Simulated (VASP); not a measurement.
Output of a VASP run:

File OSZICAR:
```
       N       E                     dE             d eps       ncg     rms          rms(c)
DAV:   1     0.221531489275E+03    0.22153E+03   -0.13686E+04  4320   0.149E+03
DAV:   2    -0.298427694076E+01   -0.22452E+03   -0.22271E+03  5464   0.416E+02
DAV:   3    -0.174661844504E+02   -0.14482E+02   -0.14420E+02  8248   0.797E+01
DAV:   4    -0.177260489217E+02   -0.25986E+00   -0.25976E+00  4672   0.119E+01
DAV:   5    -0.177335018799E+02   -0.74530E-02   -0.74578E-02  6944   0.133E+00    0.146E+01
DAV:   6    -0.171455856453E+02    0.58792E+00   -0.94177E-01  4488   0.863E+00    0.579E+00
DAV:   7    -0.170317163337E+02    0.11387E+00   -0.62285E-01  6296   0.611E+00    0.113E+00
DAV:   8    -0.170375951283E+02   -0.58788E-02   -0.38521E-02  5592   0.170E+00    0.279E-01
DAV:   9    -0.170378360774E+02   -0.24095E-03   -0.17971E-03  5288   0.452E-01    0.352E-02
DAV:  10    -0.170377912743E+02    0.44803E-04   -0.48545E-05  6400   0.471E-02    0.224E-02
DAV:  11    -0.170377918250E+02   -0.55074E-06   -0.10323E-05  4696   0.416E-02    0.334E-03
DAV:  12    -0.170377918556E+02   -0.30592E-07   -0.35248E-07  4880   0.453E-03
   1 F= -.17451079E+02 E0= -.17451079E+02  d E =0.000000E+00
```

OUTCAR:
```
------------------------ aborting loop because EDIFF is reached ----------------------------------------
  Edisp (eV):   -0.41329
  FORCE on cell =-STRESS in cart. coord.  units (eV):
  Direction    XX          YY          ZZ          XY          YZ          ZX
  --------------------------------------------------------------------------------------
  Total       0.01751     0.01751    -0.03444     0.00000    -0.00000     0.00000
  in kB       0.60862     0.60862    -1.19737     0.00000    -0.00000     0.00000
  external pressure =        0.01 kB  Pullay stress =        0.00 kB
  volume of cell :       46.08
      direct lattice vectors                 reciprocal lattice vectors
     1.605471966 -2.780758963  0.000000000     0.311434899 -0.179807026  0.000000000
     1.605471966  2.780758963  0.000000000     0.311434899  0.179807026  0.000000000
     0.000000000  0.000000000  5.160988587     0.000000000  0.000000000  0.193761328
 POSITION                                       TOTAL-FORCE (eV/Angst)
 -----------------------------------------------------------------------------------
      1.60547      0.92692      1.29025         0.000000     -0.000000      0.000000
      1.60547     -0.92692      3.87074         0.000000      0.000000      0.000000
 -----------------------------------------------------------------------------------
    total drift:                               -0.000140      0.001127     -0.000019
  FREE ENERGIE OF THE ION-ELECTRON SYSTEM (eV)
  ---------------------------------------------------
  free  energy   TOTEN  =       -17.4510793311 eV

  energy  without entropy=      -17.4510793311  energy(sigma->0) =      -17.45107933

 total charge

# of ion       s       p       d       tot
------------------------------------------
    1        2.234   5.960   1.636   9.831
    2        2.234   5.960   1.636   9.831
--------------------------------------------------
tot          4.469  11.921   3.272  19.662
```
(Selected blocks of OUTCAR.)

POSCAR:
```
Zr
1
    1.6054719664    -2.7807589628    -0.0000000000
    1.6054719664     2.7807589628     0.0000000000
   -0.0000000000     0.0000000000     5.1609885870
Zr
2
Direct
  0.3333330000   0.6666670000   0.2500000000
  0.6666670000   0.3333330000   0.7500000000
```

Question: Reconstruct the remaining input files.

Answer: This is not unique; one that fits is the input of the run itself, PBE GGA with D4 dispersion, plane waves, VASP's PBE PAW potentials (set 64).

### INCAR
```
ALGO = Normal
EDIFF = 1E-7
ENCUT = 520
GGA = PE
ISIF = 2
ISMEAR = -5
IVDW = 13
LASPH = T
LCHARG = T
LMAXMIX = 4
LORBIT = 11
LREAL = F
LWAVE = F
NEDOS = 601
NELM = 100
PREC = Accurate
SYSTEM = Zr
```

File KPOINTS:
```
Automatic mesh
0
Gamma
15 15 8
0 0 0
```

POTCAR, in this order: Zr_sv (PBE.64 set). Program: vasp_std.

For a metal the tetrahedron method with Blöchl corrections gives inexact stress and forces.

The compound is Zr in the hcp structure. It was relaxed first.
